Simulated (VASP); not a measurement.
These are PBEsol GGA, VASP's PBE PAW potentials (set 64) (plane waves; VASP) values and carry that method's errors.

Input for VASP

POSCAR:
```
Ca
1
    0.0000000000     2.7286657673     2.7286657673
    2.7286657673     0.0000000000     2.7286657673
    2.7286657673     2.7286657673     0.0000000000
Ca
1
Direct
  0.0000000000   0.0000000000   0.0000000000
```

INCAR:
```
# general
SYSTEM = Ca
PREC   = Accurate
ENCUT  = 520   # plane-wave cut-off (eV)
LREAL  = .False.   # projection in real space or not
LASPH  = .True.
ICHARG = 11

# electronic loop
EDIFF  = 1E-7   # SCF stop (eV)
NELM   = 100
ALGO   = Normal

# smearing
ISMEAR = 0   # Gaussian
SIGMA  = 0.05   # width (eV)

# functional
GGA    = PS   # PBEsol

# output
LWAVE  = .False.
LCHARG = .False.
LORBIT = 11   # lm-projected
```

### KPOINTS
```
k-points along high-symmetry lines
15
Line-mode
Reciprocal
  0.000000   0.000000   0.000000 ! GAMMA
  0.500000   0.000000   0.500000 ! X

  0.500000   0.000000   0.500000 ! X
  0.625000   0.250000   0.625000 ! U

  0.375000   0.375000   0.750000 ! K
  0.000000   0.000000   0.000000 ! GAMMA

  0.000000   0.000000   0.000000 ! GAMMA
  0.500000   0.500000   0.500000 ! L

  0.500000   0.500000   0.500000 ! L
  0.500000   0.250000   0.750000 ! W

  0.500000   0.250000   0.750000 ! W
  0.500000   0.000000   0.500000 ! X
```

POTCAR, in this order: Ca_sv (PBE.64 set). Program: vasp_std. Read from the step before: CHGCAR.

Output

### OSZICAR
```
       N       E                     dE             d eps       ncg     rms          rms(c)
DAV:   1     0.635646509370E+02    0.63565E+02   -0.51153E+03  1620   0.999E+02
DAV:   2    -0.100163182076E+01   -0.64566E+02   -0.64236E+02  1689   0.227E+02
DAV:   3    -0.225311725460E+01   -0.12515E+01   -0.12387E+01  2590   0.343E+01
DAV:   4    -0.229641163248E+01   -0.43294E-01   -0.43203E-01  2369   0.473E+00
DAV:   5    -0.229698514750E+01   -0.57352E-03   -0.57325E-03  2654   0.361E-01
DAV:   6    -0.229699261536E+01   -0.74679E-05   -0.74674E-05  2154   0.292E-02
DAV:   7    -0.229699265701E+01   -0.41653E-07   -0.41629E-07  2763   0.253E-03
   1 F= -.22969927E+01 E0= -.22957414E+01  d E =-.250257E-02
```

OUTCAR:
```
 val. band max:        2.0482168928   @ k =   0.3750   0.3750   0.7500

 cond. band min:       2.0492064510   @ k =   0.5000   0.1786   0.6786



 k-point     1 :       0.0000    0.0000    0.0000
  band No.  band energies     occupation
      1     -39.7076      2.00000
      2     -20.6949      2.00000
      3     -20.6949      2.00000
      4     -20.6949      2.00000
      5      -2.0601      2.00000
      6       4.4197      0.00000
      7       4.4197      0.00000
      8       4.4197      0.00000
      9       5.5473      0.00000

 k-point     2 :       0.0357    0.0000    0.0357
  band No.  band energies     occupation
      1     -39.7073      2.00000
      2     -20.6969      2.00000
      3     -20.6956      2.00000
      4     -20.6956      2.00000
      5      -2.0299      2.00000
      6       4.3867      0.00000
      7       4.4318      0.00000
      8       4.4318      0.00000
      9       5.5195      0.00000

 k-point     3 :       0.0714    0.0000    0.0714
  band No.  band energies     occupation
      1     -39.7065      2.00000
      2     -20.7029      2.00000
      3     -20.6978      2.00000
      4     -20.6978      2.00000
      5      -1.9396      2.00000
      6       4.2920      0.00000
      7       4.4683      0.00000
      8       4.4683      0.00000
      9       5.4277      0.00000

 k-point     4 :       0.1071    0.0000    0.1071
  band No.  band energies     occupation
      1     -39.7052      2.00000
      2     -20.7124      2.00000
      3     -20.7014      2.00000
      4     -20.7014      2.00000
      5      -1.7908      2.00000
      6       4.1469      0.00000
      7       4.5296      0.00000
      8       4.5296      0.00000
      9       5.2927      0.00000

 k-point     5 :       0.1429    0.0000    0.1429
  band No.  band energies     occupation
      1     -39.7034      2.00000
      2     -20.7250      2.00000
      3     -20.7060      2.00000
      4     -20.7060      2.00000
...
```

The density is held fixed in this step, so its total energy and stress have no physical meaning.

The compound is Ca in the fcc structure. It was relaxed first, which changed the volume by -6 %.
